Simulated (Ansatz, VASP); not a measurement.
**One calculation of NbTe, two programs**

```
Te Nb
1.0
     3.77560    0.00000    0.00000
    -1.88780    3.26977    0.00000
     0.00000    0.00000    3.76666
Te Nb
1 1
Direct
  0.66667 0.33333 0.00000
  0.00000 0.00000 0.50000
```

Change from the starting cell: volume scaled by 1.06.

Alike in both runs: task single point; functional PBEsol; k mesh 8 × 8 × 7; occupations fermi-dirac, width 0.05 eV; no spin polarisation.

|  | VASP | Ansatz |
| --- | --- | --- |
| version | VASP 6.6.1 | Ansatz 0.2.0 |
| potentials or method | VASP PAW PBE potentials, release 64 (Te, Nb_sv) | Ansatz PAW |
| plane-wave cutoff (eV) | 520 | 420 |
| valence electrons in the cell | 19 | 29 |

VASP gave:

```
gap on the k mesh at the Fermi level (eV)       : none
pressure (GPa)                                  : -10.9
largest component of the traceless stress (GPa) : 1.14
```

**Question.** What did Ansatz give for the same quantities?

**Answer.** gap on the k mesh at the Fermi level (eV): none; pressure (GPa): -10.8; largest component of the traceless stress (GPa): 1.12.

A gap of «none» marks a metal or a gap that the smearing closes. The functional is the same, so the differences come from potentials, cutoffs and numerics. The two sets of potentials don't hold the same shells in valence.

Caveats: the PAW data sets were made with another functional, which shifts forces and pressure a little (VASP); the PAW data sets come from PBE, with cores solved anew for the run's functional, which leaves a small shift of forces and pressure (Ansatz). Spin-orbit coupling is left out, which matters for the levels of Te.
